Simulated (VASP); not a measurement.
Here is a VASP 6.6.1 calculation.

The input INCAR:

```
PREC     = Accurate       # precision mode
ENCUT    = 520            # plane-wave cutoff, eV
EDIFF    = 1E-6           # SCF threshold, eV
ISMEAR   = 0              # smearing method
SIGMA    = 0.1            # smearing width, eV
LREAL    = F              # projectors in reciprocal space
LASPH    = T              # aspherical terms in the spheres
NELM     = 100            # most SCF steps
ALGO     = Normal         # electronic algorithm
ISIF     = 2              # what is computed and relaxed
LWAVE    = F              # write WAVECAR
LCHARG   = F              # write CHGCAR
GGA      = PS             # functional
NBANDS   = 26             # bands
```

KPOINTS

```
Automatic mesh
0
Gamma
  6 6 4
```

The input POSCAR:

```
Ti2TeSe
1.0
    3.7638347297      0.0000000000      0.0000000000
   -1.8819173648      3.2595764916      0.0000000000
    0.0000000000      0.0000000000      6.1674221453
Ti Te Se
2 1 1
Direct
    0.3333333333      0.6666666667      0.2500000000
    0.6666666667      0.3333333333      0.7500000000
    0.0000000000      0.0000000000      0.0000000000
    0.0000000000      0.0000000000      0.5000000000
```

Potentials or basis: VASP PAW PBE potentials, release 64 (Ti_sv, Te, Se).

Command:

```bash
$ cat potpaw_PBE.64/Ti_sv/POTCAR potpaw_PBE.64/Te/POTCAR potpaw_PBE.64/Se/POTCAR > POTCAR
$ mpirun -np 1 vasp_std > vasp.out
```

(1) What does it give for the largest force?

(2) Predict the band gap on the k mesh.

(3) What does it give for the pressure?

## Answers

(1) 1.373 eV/Å.

(2) none (metal or under the smearing width).

(3) 5.1 GPa.

Caveat: the PAW data sets were made with another functional, which shifts forces and pressure a little.
